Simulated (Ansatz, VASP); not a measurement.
# Cross-check of B2O3 (boron oxide glass) between VASP and Ansatz

Aim: how closely do two programs agree when they are given the same cell, functional and k mesh? Of the first pair: The structure shown is the start of the Ansatz relaxation below; VASP solves that cell, so the two are compared at the walk's first step.

Main program and level: Ansatz 0.2.0; plane waves, with VASP 6.6.1 beside it; single point at r2SCAN.

## 1. The structure

The cell holds 75 atoms: 30 B and 45 O. Its edges and angles: a = 10.879 Å, b = 10.697 Å, c = 9.919 Å, α = 90.0°, β = 90.0°, γ = 90.0°. As first built, before any earlier steps moved the atoms (in the runner's words): 75 atoms (30 B, 45 O) placed at random at 1.79 g/cm^3 and pushed apart to contact distance.

## 2. Ansatz: relaxation, r2SCAN

Ansatz runs on its default PAW (the set named soft_2) files.

The two programs are compared at the cell with which this relaxation starts, whose forces are those of its first step.

Input file input.yaml:

```yaml
crystal:
  lattice:
    - [10.8786, 0.0, 0.0]
    - [0.0, 10.69711, 0.0]
    - [0.0, 0.0, 9.91907]
  atoms:
    - { symbol: B, position: [0.43574, 0.04885, 0.71366] }
    - { symbol: B, position: [0.16885, 0.12771, 0.29791] }
    - { symbol: B, position: [0.63875, 0.18708, 0.47835] }
    - { symbol: B, position: [0.15, 0.80949, 0.53993] }
    - { symbol: B, position: [0.28489, 0.63563, 0.6324] }
    - { symbol: B, position: [0.61012, 0.96608, 0.56611] }
    - { symbol: B, position: [0.17151, 0.50431, 0.99784] }
    - { symbol: B, position: [0.33067, 0.44482, 0.49026] }
    - { symbol: B, position: [0.7495, 0.36118, 0.34549] }
    - { symbol: B, position: [0.31456, 0.03059, 0.92606] }
    - { symbol: B, position: [0.6477, 0.74069, 0.6224] }
    - { symbol: B, position: [0.88062, 0.55975, 0.32253] }
    - { symbol: B, position: [0.03161, 0.68994, 0.06121] }
    - { symbol: B, position: [0.90638, 0.42016, 0.53153] }
    - { symbol: B, position: [0.75608, 0.11456, 0.93453] }
    - { symbol: B, position: [0.76254, 0.47659, 0.12754] }
    - { symbol: B, position: [0.83263, 0.59859, 0.68946] }
    - { symbol: B, position: [0.06386, 0.33568, 0.85436] }
    - { symbol: B, position: [0.36961, 0.42387, 0.07526] }
    - { symbol: B, position: [0.09878, 0.03895, 0.52389] }
    - { symbol: B, position: [0.43486, 0.25645, 0.59196] }
    - { symbol: B, position: [0.21408, 0.07918, 0.06168] }
    - { symbol: B, position: [0.56826, 0.51982, 0.97952] }
    - { symbol: B, position: [0.05195, 0.261, 0.6187] }
    - { symbol: B, position: [0.85708, 0.31338, 0.9712] }
    - { symbol: B, position: [0.86897, 0.74172, 0.89042] }
    - { symbol: B, position: [0.47846, 0.63342, 0.76093] }
    - { symbol: B, position: [0.05668, 0.70753, 0.32496] }
    - { symbol: B, position: [0.76771, 0.94868, 0.89749] }
    - { symbol: B, position: [0.30841, 0.31538, 0.27965] }
    - { symbol: O, position: [0.7316, 0.26178, 0.42771] }
    - { symbol: O, position: [0.07644, 0.13722, 0.60852] }
    - { symbol: O, position: [0.09015, 0.60161, 0.98679] }
    - { symbol: O, position: [0.73925, 0.65022, 0.61863] }
    - { symbol: O, position: [0.82771, 0.57752, 0.2054] }
    - { symbol: O, position: [0.93866, 0.76, 0.00291] }
    - { symbol: O, position: [0.11192, 0.04984, 0.38653] }
    - { symbol: O, position: [0.14145, 0.39094, 0.94438] }
    - { symbol: O, position: [0.67341, 0.85444, 0.56322] }
    - { symbol: O, position: [0.35601, 0.6079, 0.74403] }
    - { symbol: O, position: [0.53211, 0.71052, 0.66452] }
    - { symbol: O, position: [0.33793, 0.41868, 0.3549] }
    - { symbol: O, position: [0.52761, 0.24472, 0.49877] }
    - { symbol: O, position: [0.28465, 0.51864, 0.05699] }
    - { symbol: O, position: [0.8843, 0.64071, 0.80641] }
    - { symbol: O, position: [0.67836, 0.53707, 0.03813] }
    - { symbol: O, position: [0.84168, 0.45046, 0.40407] }
    - { symbol: O, position: [0.86035, 0.41204, 0.05385] }
    - { symbol: O, position: [0.14067, 0.11594, 0.16282] }
    - { symbol: O, position: [0.97184, 0.62518, 0.38465] }
    - { symbol: O, position: [0.97969, 0.3189, 0.51971] }
    - { symbol: O, position: [0.68387, 0.03914, 0.84685] }
    - { symbol: O, position: [0.24928, 0.21728, 0.34454] }
    - { symbol: O, position: [0.75216, 0.23788, 0.95673] }
    - { symbol: O, position: [0.70396, 0.3876, 0.22622] }
    - { symbol: O, position: [0.20166, 0.09621, 0.92131] }
    - { symbol: O, position: [0.39241, 0.99281, 0.82866] }
    - { symbol: O, position: [0.28322, 0.56038, 0.52044] }
    - { symbol: O, position: [0.33548, 0.31567, 0.14577] }
    - { symbol: O, position: [0.49621, 0.97403, 0.62349] }
    - { symbol: O, position: [0.9532, 0.28158, 0.88685] }
    - { symbol: O, position: [0.11116, 0.92487, 0.58528] }
    - { symbol: O, position: [0.83474, 0.02192, 0.98902] }
    - { symbol: O, position: [0.66918, 0.06581, 0.50478] }
    - { symbol: O, position: [0.13052, 0.77337, 0.40941] }
    - { symbol: O, position: [0.48618, 0.43214, 0.02955] }
    - { symbol: O, position: [0.36403, 0.36272, 0.58967] }
    - { symbol: O, position: [0.41109, 0.17368, 0.69407] }
    - { symbol: O, position: [0.88696, 0.48779, 0.64253] }
    - { symbol: O, position: [0.06873, 0.71968, 0.18995] }
    - { symbol: O, position: [0.213, 0.74104, 0.63507] }
    - { symbol: O, position: [0.54764, 0.59053, 0.86467] }
    - { symbol: O, position: [0.09984, 0.32976, 0.72167] }
    - { symbol: O, position: [0.32527, 0.01004, 0.06612] }
    - { symbol: O, position: [0.77962, 0.82933, 0.85547] }
kpoints:
  mp_grid: { grid: [1, 1, 1] }
hamiltonian:
  xc: r2scan
scf:
  occupations: { method: fixed }
output:
  forces: true
  stress: true
relax:
  f_tol: 0.04
  max_steps: 60
  cell: { stress_tol: 0.1, fix: [alpha, beta, gamma] }
```

Run with:

```sh
ansatz run input.yaml --threads 8 --pin off --max-ram 15360MiB --backend cpu --events-out ev --progress --plain --runs-dir out
```

Numbers of over 12 decimals in the logs are rounded to 6 here.

Output:

```text
The last accepted step is kept in <dir> (removed where the run ends without a failure and the disk answers)
Engine: ansatz 0.2.0, x86_64-unknown-linux-gnu
Pseudopotentials: kind: paw
Pseudopotential: B, paw, valence charge 3, recommended cutoff 500 eV (meta_gga), B.paw.azcp
Pseudopotential: O, paw, valence charge 6, recommended cutoff 500 eV (meta_gga), O.paw.azcp
Functional definition: r2SCAN
  parameter k0 = 0.174
  parameter k1 = 0.065
  parameter a1 = 4.9479
  exchange = r2scan_x(k0 = k0, k1 = k1, a1 = a1)
  correlation = r2scan_c
Crystal: 75 atoms, lattice volume = 1154.278 Å³
Basis set: ecut = 500 eV, 29305 PW (Γ), exchange–correlation on 320×320×300 points (64 copies of the dense FFT grid, shifted against one another)
Bands: 255, of which v1, the nominal top of the filled ones, is band 180 counted from 1 (179 counted from 0)
Symmetry: 1 space group operations
Space group: P1 (ITA 1), of the structure as read, at distance tolerance 1.0e-4 Å
k-points: 1
Non-local potential: B, projectors of the file, l = 0: 2, l = 1: 2, l = 2: 1
Non-local potential: O, projectors of the file, l = 0: 2, l = 1: 2, l = 2: 1
PAW form: soft (Blöchl's): semilocal exchange-correlation on the pseudo side does not see the compensation charge
PAW frozen core: B, regenerated for the run's functional (the file was generated under x = pbe(κ = 0.804, μ = 0.219515), c = pbe(β = 0.066725))
PAW frozen core: O, regenerated for the run's functional (the file was generated under x = pbe(κ = 0.804, μ = 0.219515), c = pbe(β = 0.066725))
PAW one-centre angular grid: B, 302 points (default); XC on 160 Gauss nodes
PAW one-centre angular grid: O, 302 points (default); XC on 160 Gauss nodes
Initial density: superposition of atomic densities (neutral atoms: chi_scale 0, normalization atom), corrected by the library's trained network
Initial wavefunctions: pseudopotential atomic-orbital guess
Functional: x = r2scan, c = r2scan; τ floored in thin density (d = 2e-4 eV/Å³)
SCF iter   1: F=—  HF=-30346.146529 eV  |F-HF|=—  |Δ(HF+E_count)|=         —  Δρ=8.42e-3  dr2=8.32e-1  dr2_τ=9.37e0  ethr=1.77e-3  ⟨swp⟩=6.0  Hψ=968  notcnv=0  defer=73
preconditioner: auto → Resta (q_TF=auto, 2.247 Å⁻¹)  ε∞=2.3  [insulator: Δε(μ)=6.214 eV  Ē_g=18.089 eV  n_scr=234 (ndim 8)  ℏωp=20.7 eV  f_vac=0.363  ε∞_Penn≈2.3  vacuum switching on, ρ_ref=2.4e-2 e/Å³]
SCF iter   2: F=—  HF=-30348.535187 eV  |F-HF|=—  |Δ(HF+E_count)|=    2.39e0  Δρ=4.68e-3  dr2=1.41e-1  dr2_τ=1.94e-2  ethr=2.31e-4  ⟨swp⟩=3.0  Hψ=448  notcnv=0  defer=73
SCF iter   3: F=—  HF=-30348.538616 eV  |F-HF|=—  |Δ(HF+E_count)|=   3.43e-3  Δρ=1.31e-3  dr2=1.26e-2  dr2_τ=2.42e-3  ethr=3.91e-5  ⟨swp⟩=4.0  Hψ=301  notcnv=0  defer=50
automatic band count: iteration 3 solves 232 bands in place of 255: the levels show a gap, and the empty bands left out lie too high to hold charge; the band table lists the bands solved (type scf.n_extra_bands for more)
SCF iter   4: F=—  HF=-30348.540558 eV  |F-HF|=—  |Δ(HF+E_count)|=   1.94e-3  Δρ=3.31e-4  dr2=7.44e-4  dr2_τ=1.89e-4  ethr=3.49e-6  ⟨swp⟩=3.0  Hψ=367  notcnv=0  defer=50
SCF iter   5: F=—  HF=-30348.540635 eV  |F-HF|=—  |Δ(HF+E_count)|=   7.76e-5  Δρ=1.30e-4  dr2=1.00e-4  dr2_τ=2.03e-5  ethr=2.07e-7  ⟨swp⟩=2.0  Hψ=364  notcnv=0  defer=50
SCF iter   6: F=—  HF=-30348.540659 eV  |F-HF|=—  |Δ(HF+E_count)|=   2.35e-5  Δρ=3.85e-5  dr2=1.03e-5  dr2_τ=1.32e-6  ethr=2.78e-8  ⟨swp⟩=2.0  Hψ=364  notcnv=0  defer=50
SCF iter   7: F=—  HF=-30348.540198 eV  |F-HF|=—  |Δ(HF+E_count)|=   4.61e-4  Δρ=1.04e-5  dr2=8.53e-7  dr2_τ=1.53e-7  ethr=2.87e-9  ⟨swp⟩=2.0  Hψ=412  notcnv=0  defer=50
SCF iter   8: F=-30348.540198 eV  HF=-30348.540198 eV  |F-HF|=6.72e-8  |Δ(HF+E_count)|=   5.67e-7  Δρ=3.26e-6  dr2=6.61e-8  dr2_τ=1.11e-8  ethr=2.78e-11  ⟨swp⟩=5.0  Hψ=814  notcnv=0
SCF 1 converged in 8 iterations: F = -30348.540198 eV  dr2 = 6.61e-8
  greatest PAW one-centre occupation: 0.876 electrons in one spin orbital (limit 2), on the O atom at site 62 (counted from 0), in its partial waves of l = 0
relax step   1: F+E_penalty+E_count = -30348.54019829 eV  Δ(F+E_penalty+E_count) = +0.000e0 eV  max|allowed force component| = 4.611e-1 eV/Å  Δτ_max = 0.0000 Å  P = -2.763 GPa  Ω = 1154.278 Å³  fix = [alpha, beta, gamma]  reactions: alpha -0.258, beta +0.269, gamma -0.283 GPa/rad  (8 SCF iters, dr2 threshold 1.00e-7 eV, accepted)
Crystal: 75 atoms, lattice volume = 1129.578 Å³
Basis set: ecut = 500 eV, 28683 PW (Γ), exchange–correlation on 320×320×300 points (64 copies of the dense FFT grid, shifted against one another)
Initial density: handed on by an earlier stage of this run
Initial wavefunctions: those handed on with the density
iter 1 solved again at ethr=5.01e-5 eV; its pass at ethr=3.10e-3 eV (dr2=1.80e-1 eV) is discarded
[...]
atom  38  O     -0.00262505    -0.00503697    -0.00104853
  atom  39  O      0.00017436    -0.00634823    -0.00085518
  atom  40  O     -0.00179015     0.00194836     0.00451434
  atom  41  O     -0.00060957    -0.00108992    -0.00411529
  atom  42  O     -0.00867617     0.00263938    -0.00332856
  atom  43  O      0.00143960     0.00028300    -0.00091404
  atom  44  O     -0.00023932    -0.00912803     0.00296436
  atom  45  O      0.00490967     0.00552909    -0.00676848
  atom  46  O      0.00172100     0.00224270    -0.00102420
  atom  47  O      0.00016584     0.00125093     0.00463167
  atom  48  O      0.00257187     0.00101026    -0.00171751
  atom  49  O      0.00467399     0.00088978    -0.00003750
  atom  50  O     -0.00656355    -0.00141659    -0.00330210
  atom  51  O      0.00994098    -0.01193626     0.00054482
  atom  52  O     -0.00424528     0.00076610    -0.00645856
  atom  53  O     -0.00519076     0.00007151    -0.00242990
  atom  54  O     -0.00450045     0.00190846     0.00278864
  atom  55  O     -0.00407204    -0.00796042     0.00429455
  atom  56  O      0.00048072    -0.00591627    -0.00690102
  atom  57  O     -0.00071850     0.00273787     0.00088727
  atom  58  O      0.00169284    -0.00638757     0.01206641
  atom  59  O      0.00423090    -0.00545967    -0.00241460
  atom  60  O      0.00518231    -0.00071318    -0.01277787
  atom  61  O      0.00169396    -0.00328718     0.00803923
[...]
atom  68  O      0.00389499     0.00733149    -0.00597345
  atom  69  O     -0.00546740     0.00557014    -0.00050863
  atom  70  O     -0.00192042    -0.00032867    -0.00779856
  atom  71  O      0.00859965    -0.01020351    -0.00242764
  atom  72  O      0.00726094     0.00300109    -0.00383427
  atom  73  O     -0.00426146     0.00174353    -0.00004588
  atom  74  O      0.00167797     0.00222493    -0.00107917
  atom  75  O      0.00275314     0.00524939     0.00145810
  max |Σ_I F_I| component: 1.02e-4 eV/Å
--- Stress (GPa, compression-positive) ---
        0.038151       0.013434      -0.064697
        0.013437       0.011936       0.201762
       -0.064692       0.201772       0.016683
  P = ⅓ Tr σ = 0.0223 GPa (0.223 kbar)
--- Relaxed structure (7 steps of the walk, 6 accepted, 1 SCFs on fresh bases) ---
  F+E_penalty+E_count = -30348.86851456 eV   max|allowed force component| = 1.683e-2 eV/Å   (the final SCF, on the basis selected at the relaxed cell)
  cell:  # Å, volume = 1084.8542 Å³
    - [10.449707, 0, 0]
    - [0, 10.600988, 0]
    - [0, 0, 9.793117]
  atoms:
    - { symbol: B, position: [0.430646, 0.048895, 0.713523] }
    - { symbol: B, position: [0.161517, 0.132448, 0.301634] }
    - { symbol: B, position: [0.639376, 0.184613, 0.475653] }
    - { symbol: B, position: [0.146720, 0.813487, 0.546905] }
    - { symbol: B, position: [0.271937, 0.631671, 0.639166] }
    - { symbol: B, position: [0.606987, 0.963805, 0.563860] }
    - { symbol: B, position: [0.176094, 0.506473, 1.005789] }
    - { symbol: B, position: [0.326401, 0.447111, 0.491839] }
    - { symbol: B, position: [0.752808, 0.360261, 0.344810] }
    - { symbol: B, position: [0.305253, 0.036326, 0.926532] }
    - { symbol: B, position: [0.643481, 0.736832, 0.617396] }
    - { symbol: B, position: [0.889783, 0.558123, 0.322653] }
    - { symbol: B, position: [0.030892, 0.693397, 0.064196] }
    - { symbol: B, position: [0.914170, 0.419005, 0.531523] }
    - { symbol: B, position: [0.751438, 0.113579, 0.923499] }
    - { symbol: B, position: [0.769457, 0.473585, 0.124979] }
    - { symbol: B, position: [0.830285, 0.592360, 0.690854] }
    - { symbol: B, position: [0.073176, 0.336326, 0.856888] }
    - { symbol: B, position: [0.375988, 0.418683, 0.076101] }
    - { symbol: B, position: [0.103172, 0.044628, 0.529465] }
    - { symbol: B, position: [0.432766, 0.257030, 0.591588] }
    - { symbol: B, position: [0.203564, 0.090114, 0.063231] }
    - { symbol: B, position: [0.574039, 0.513861, 0.970586] }
    - { symbol: B, position: [0.070281, 0.268970, 0.620940] }
    - { symbol: B, position: [0.860420, 0.308280, 0.965378] }
    - { symbol: B, position: [0.861477, 0.737572, 0.891779] }
    - { symbol: B, position: [0.473990, 0.627565, 0.757068] }
    - { symbol: B, position: [0.063302, 0.713471, 0.327607] }
    - { symbol: B, position: [0.760194, 0.945985, 0.889210] }
    - { symbol: B, position: [0.311118, 0.314691, 0.283023] }
    - { symbol: O, position: [0.736223, 0.260203, 0.427498] }
    - { symbol: O, position: [0.098930, 0.145379, 0.615324] }
    - { symbol: O, position: [0.092567, 0.603912, 0.991413] }
    - { symbol: O, position: [0.737936, 0.645977, 0.614534] }
    - { symbol: O, position: [0.839852, 0.573633, 0.201983] }
    - { symbol: O, position: [0.933194, 0.760522, 0.00411739] }
    - { symbol: O, position: [0.102026, 0.053961, 0.390221] }
    - { symbol: O, position: [0.145031, 0.391431, 0.954962] }
    - { symbol: O, position: [0.671107, 0.851322, 0.560218] }
    - { symbol: O, position: [0.346609, 0.601507, 0.750205] }
    - { symbol: O, position: [0.522748, 0.706240, 0.657249] }
    - { symbol: O, position: [0.337414, 0.421017, 0.355899] }
    - { symbol: O, position: [0.523063, 0.240943, 0.492149] }
    - { symbol: O, position: [0.291999, 0.518889, 0.068433] }
    - { symbol: O, position: [0.878586, 0.634038, 0.811069] }
    - { symbol: O, position: [0.684579, 0.536475, 0.034479] }
    - { symbol: O, position: [0.847487, 0.449658, 0.403758] }
    - { symbol: O, position: [0.867606, 0.403812, 0.052874] }
    - { symbol: O, position: [0.129003, 0.128194, 0.165965] }
    - { symbol: O, position: [0.980975, 0.625469, 0.387995] }
    - { symbol: O, position: [0.996631, 0.322931, 0.517596] }
    - { symbol: O, position: [0.675918, 0.037969, 0.835790] }
    - { symbol: O, position: [0.250329, 0.216758, 0.349379] }
    - { symbol: O, position: [0.749089, 0.237202, 0.946286] }
[...]
- { symbol: O, position: [0.411788, 0.175559, 0.696514] }
    - { symbol: O, position: [0.887532, 0.481357, 0.645390] }
    - { symbol: O, position: [0.071132, 0.728312, 0.191755] }
    - { symbol: O, position: [0.196415, 0.736267, 0.645301] }
    - { symbol: O, position: [0.553856, 0.583832, 0.854180] }
    - { symbol: O, position: [0.114138, 0.341538, 0.724506] }
    - { symbol: O, position: [0.310794, 0.00987282, 0.066503] }
    - { symbol: O, position: [0.769250, 0.824614, 0.851983] }
```

In the SCF lines HF is the Harris–Foulkes energy and dr2 the Hartree energy of the density residual, in eV; the loop may stop once dr2 is under the threshold and the program's other checks hold. Hψ counts applications of the Hamiltonian.

(Part 1 of 2 ends here.)

[Lines on the potential files, build, host, timing and source positions are cut from VASP's logs without a mark.]

[Logs are printed without paths, hosts, clocks, repeated set-up lines and the standing remarks that a program may print on its own settings, such as how far it seeks lower states.]

[Hosts, paths, dates, database ids (printed as entryN), source tags and the programs' standing remarks are cut or masked in the printed files.]
